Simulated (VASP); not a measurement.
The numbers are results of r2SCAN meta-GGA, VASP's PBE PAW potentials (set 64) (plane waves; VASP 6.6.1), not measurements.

VASP input:

File POSCAR:
```
Hf
1
    1.5976595445    -2.7672274661     0.0000000000
    1.5976595445     2.7672274661     0.0000000000
    0.0000000000     0.0000000000     5.0304267392
Hf
2
Direct
  0.3333330000   0.6666670000   0.2500000000
  0.6666670000   0.3333330000   0.7500000000
```

INCAR:
```
SYSTEM = Hf
PREC = Accurate
ENCUT = 500
EDIFF = 1E-6
NELM = 100
ALGO = Normal
LREAL = .FALSE.
LASPH = .TRUE.
ISMEAR = 1
SIGMA = 0.1
METAGGA = R2SCAN
LMIXTAU = .TRUE.
LMAXMIX = 6
LWAVE = .FALSE.
LCHARG = .FALSE.
IBRION = 2
ISIF = 3
NSW = 40
EDIFFG = -0.02
PSTRESS = 50
```

KPOINTS:
```
Automatic mesh
0
Gamma
13 13 7
0 0 0
```

POTCAR, in this order: Hf_pv (PBE.64 set). Program: vasp_std.

What VASP printed:

File OSZICAR:
```
       N       E                     dE             d eps       ncg     rms          rms(c)
DAV:   1    -0.272861572596E+02   -0.27286E+02   -0.11972E+04  2360   0.137E+03
DAV:   2    -0.939589874876E+02   -0.66673E+02   -0.65456E+02  2958   0.275E+02
DAV:   3    -0.959639763006E+02   -0.20050E+01   -0.19882E+01  3138   0.317E+01
DAV:   4    -0.959850378124E+02   -0.21062E-01   -0.21043E-01  2814   0.399E+00
DAV:   5    -0.959854391536E+02   -0.40134E-03   -0.40129E-03  3296   0.423E-01    0.717E+01
DAV:   6    -0.908794884016E+02    0.51060E+01   -0.87568E-01  2442   0.945E+00    0.409E+01
DAV:   7    -0.883147650500E+02    0.25647E+01   -0.21614E+00  2584   0.119E+01    0.573E+00
DAV:   8    -0.912537114580E+02   -0.29389E+01   -0.15435E+00  2490   0.973E+00    0.116E+01
DAV:   9    -0.902373618875E+02    0.10163E+01   -0.43637E-01  2376   0.760E+00    0.106E+00
DAV:  10    -0.903524225346E+02   -0.11506E+00   -0.29277E-01  2424   0.631E+00    0.382E+00
DAV:  11    -0.902757998000E+02    0.76623E-01   -0.45696E-02  2484   0.250E+00    0.452E-01
DAV:  12    -0.903027566526E+02   -0.26957E-01   -0.45458E-02  2550   0.248E+00    0.115E+00
DAV:  13    -0.903040757912E+02   -0.13191E-02   -0.68805E-03  2676   0.826E-01    0.433E-01
DAV:  14    -0.903030014852E+02    0.10743E-02   -0.35716E-03  2532   0.518E-01    0.153E-01
DAV:  15    -0.903030394329E+02   -0.37948E-04   -0.56425E-05  3272   0.762E-02    0.114E-01
DAV:  16    -0.903031118401E+02   -0.72407E-04   -0.72302E-05  2610   0.814E-02    0.801E-02
DAV:  17    -0.903031037545E+02    0.80856E-05   -0.24822E-05  2742   0.432E-02    0.643E-02
DAV:  18    -0.903030982434E+02    0.55111E-05   -0.55024E-06  2724   0.213E-02    0.320E-02
DAV:  19    -0.903030900463E+02    0.81971E-05   -0.12706E-05  2586   0.273E-02    0.224E-02
DAV:  20    -0.903030868256E+02    0.32207E-05   -0.90067E-07  1512   0.844E-03    0.343E-03
DAV:  21    -0.903030860192E+02    0.80640E-06   -0.82070E-08  1422   0.349E-03
   1 F= -.88914978E+02 E0= -.88914834E+02  d E =-.889150E+02
       N       E                     dE             d eps       ncg     rms          rms(c)
DAV:   1    -0.909063549201E+02   -0.60327E+00   -0.21289E+01  2352   0.421E+01    0.120E+01
DAV:   2    -0.903340682319E+02    0.57229E+00   -0.13453E+00  2358   0.107E+01    0.319E+00
DAV:   3    -0.901596458654E+02    0.17442E+00   -0.35405E-01  2358   0.482E+00    0.179E+00
DAV:   4    -0.901312442526E+02    0.28402E-01   -0.59291E-02  2604   0.200E+00    0.135E+00
DAV:   5    -0.901297061947E+02    0.15381E-02   -0.11141E-02  2622   0.105E+00    0.303E-01
DAV:   6    -0.901306147286E+02   -0.90853E-03   -0.83805E-03  2376   0.976E-01    0.143E-01
DAV:   7    -0.901303732871E+02    0.24144E-03   -0.12565E-03  2532   0.421E-01    0.967E-02
DAV:   8    -0.901304751753E+02   -0.10189E-03   -0.22828E-04  2826   0.189E-01    0.221E-02
DAV:   9    -0.901304847040E+02   -0.95286E-05   -0.28334E-05  2736   0.625E-02    0.206E-02
DAV:  10    -0.901304899644E+02   -0.52604E-05   -0.20461E-06  2712   0.150E-02    0.237E-03
DAV:  11    -0.901304828543E+02    0.71101E-05   -0.10225E-06  1524   0.120E-02    0.272E-03
DAV:  12    -0.901304845854E+02   -0.17312E-05   -0.11156E-07  1326   0.436E-03    0.764E-04
DAV:  13    -0.901304833825E+02    0.12029E-05   -0.32431E-08  1314   0.181E-03    0.794E-04
DAV:  14    -0.901304836196E+02   -0.23709E-06   -0.60946E-09  1266   0.741E-04
   2 F= -.88877297E+02 E0= -.88877081E+02  d E =0.376812E-01
       N       E                     dE             d eps       ncg     rms          rms(c)
DAV:   1    -0.905437605819E+02   -0.41328E+00   -0.77125E+00  2352   0.254E+01    0.814E+00
DAV:   2    -0.903485369890E+02    0.19522E+00   -0.56178E-01  2400   0.658E+00    0.195E+00
DAV:   3    -0.902910084446E+02    0.57529E-01   -0.10216E-01  2400   0.247E+00    0.914E-01
DAV:   4    -0.902769475963E+02    0.14061E-01   -0.33262E-02  2580   0.143E+00    0.592E-01
DAV:   5    -0.902776330013E+02   -0.68541E-03   -0.42365E-03  2730   0.679E-01    0.227E-01
DAV:   6    -0.902768916312E+02    0.74137E-03   -0.28783E-03  2418   0.584E-01    0.123E-01
DAV:   7    -0.902767903615E+02    0.10127E-03   -0.84085E-04  2424   0.358E-01    0.821E-02
DAV:   8    -0.902769655653E+02   -0.17520E-03   -0.19164E-04  2628   0.178E-01    0.239E-02
DAV:   9    -0.902769469774E+02    0.18588E-04   -0.31141E-05  2718   0.677E-02    0.194E-02
DAV:  10    -0.902769660097E+02   -0.19032E-04   -0.30143E-06  2874   0.212E-02    0.414E-03
DAV:  11    -0.902769644213E+02    0.15884E-05   -0.69172E-07  1350   0.999E-03    0.146E-03
DAV:  12    -0.902769646331E+02   -0.21176E-06   -0.74652E-08  1284   0.268E-03
   3 F= -.88943757E+02 E0= -.88943660E+02  d E =-.287788E-01
```

**OUTCAR**
```
------------------------ aborting loop because EDIFF is reached ----------------------------------------
  FORCE on cell =-STRESS in cart. coord.  units (eV):
  Direction    XX          YY          ZZ          XY          YZ          ZX
  --------------------------------------------------------------------------------------
  Total        1.3029788      1.3029788      1.3026919      0.0000000      0.0000000      0.0000000
  in kB       48.8662953     48.8662940     48.8555331      0.0000000      0.0000000      0.0000000
  external PRESSURE =      -1.1372925 kB  Pullay stress =      50.0000000 kB
  volume of cell :       42.72
      direct lattice vectors                 reciprocal lattice vectors
     1.576370822 -2.730354317  0.000000000     0.317184252 -0.183126416  0.000000000
     1.576370822  2.730354317 -0.000000000     0.317184252  0.183126416  0.000000000
    -0.000000000  0.000000000  4.962849862     0.000000000  0.000000000  0.201497129
 POSITION                                       TOTAL-FORCE (eV/Angst)
 -----------------------------------------------------------------------------------
      1.57637      0.91012      1.24071         0.000000      0.000000      0.000000
      1.57637     -0.91012      3.72214        -0.000000      0.000000      0.000000
 -----------------------------------------------------------------------------------
    total drift:                               -0.000004      0.000178     -0.000015
  FREE ENERGIE OF THE ION-ELECTRON SYSTEM (eV)
  ---------------------------------------------------
  free  energy   TOTEN  =       -90.2769646331 eV

  energy  without entropy=      -90.2766740942  energy(sigma->0) =      -90.27686779
  enthalpy is  TOTEN    =       -88.9437565098 eV   P V=        1.3332081232

 reached required accuracy - stopping structural energy minimisation
```
(Selected blocks of OUTCAR.)

File CONTCAR:
```
Hf
   1.00000000000000
     1.5763708219195924   -2.7303543174691716    0.0000000000000000
     1.5763708219195924    2.7303543174691716   -0.0000000000000000
    -0.0000000000000000    0.0000000000000000    4.9628498615951768
  Hf
     2
Direct
     0.3333330000000032    0.6666669999999968    0.2500000000000000
     0.6666669999999968    0.3333330000000032    0.7500000000000000
```

Energy and stress use the plane-wave basis of the starting cell.

The compound is Hf in the hcp structure. This run relaxes it under an external pressure of 5 GPa. Symmetry was kept, so distortions that lower it aren't found.
